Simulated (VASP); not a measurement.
Write the native input for VASP 6.6.1 that does the following.

```
Task                   : single point
Functional             : PBE
Potentials or basis    : VASP PAW PBE potentials, release 64 (Li_sv, Mg)
Cutoff                 : 520 eV
k mesh                 : 8 × 8 × 8
Occupations            : gaussian, width 0.1 eV
Spin                   : no spin polarisation
Dipole correction      : no
Further INCAR settings : ALGO = Fast; EDIFF = 1e-06; NBANDS = 14
```

The structure of LiMg4 lies in POSCAR:

```
LiMg4
1.0
   -3.1944900676      3.1944900676      3.1944900676
    3.1944900676     -3.1944900676      3.1944900676
    3.1944900676      3.1944900676     -3.1944900676
Li Mg
1 4
Direct
    0.0000000000      0.0000000000      0.0000000000
    0.5000000000      0.5000000000      0.5000000000
    0.0000000000      0.0000000000      0.5000000000
    0.0000000000      0.5000000000      0.0000000000
    0.5000000000      0.0000000000      0.0000000000
```

The cell was built by a generator and needn't be a form met in nature.

The cell isn't the ideal one: random cell by space group and Wyckoff sites (Im-3m, No. 229).

The input as run:

INCAR

```
SYSTEM = LiMg4
PREC     = Accurate       ! precision mode
ENCUT    = 520            ! plane-wave cutoff, eV
EDIFF    = 1E-6           ! SCF threshold, eV
ISMEAR   = 0              ! smearing method
SIGMA    = 0.1            ! smearing width, eV
LREAL    = .FALSE.        ! projectors in reciprocal space
LASPH    = .TRUE.         ! aspherical terms in the spheres
NELM     = 80             ! most SCF steps
ALGO     = Fast           ! electronic algorithm
ISIF     = 2              ! what is computed and relaxed
LWAVE    = .FALSE.        ! write WAVECAR
LCHARG   = .TRUE.         ! write CHGCAR
GGA      = PE             ! functional
LELF     = .TRUE.         ! ELF
LVHAR    = .TRUE.       
NBANDS   = 14             ! bands
```

KPOINTS

```
regular mesh
0
G
  8 8 8
  0 0 0
```

Potentials or basis: VASP PAW PBE potentials, release 64 (Li_sv, Mg).

Launch:

```sh
$ cat potpaw_PBE.64/Li_sv/POTCAR potpaw_PBE.64/Mg/POTCAR > POTCAR
$ mpirun -np 1 vasp_std > vasp.out
```

Results of the run:

```json
{"Band gap on the k mesh": "none (metal or under the smearing width)"}
```

Run time: 74 s on 1 thread of Intel(R) Xeon(R) Platinum 8559C (Emerald Rapids) (shared host), peak memory 0.27 GiB.
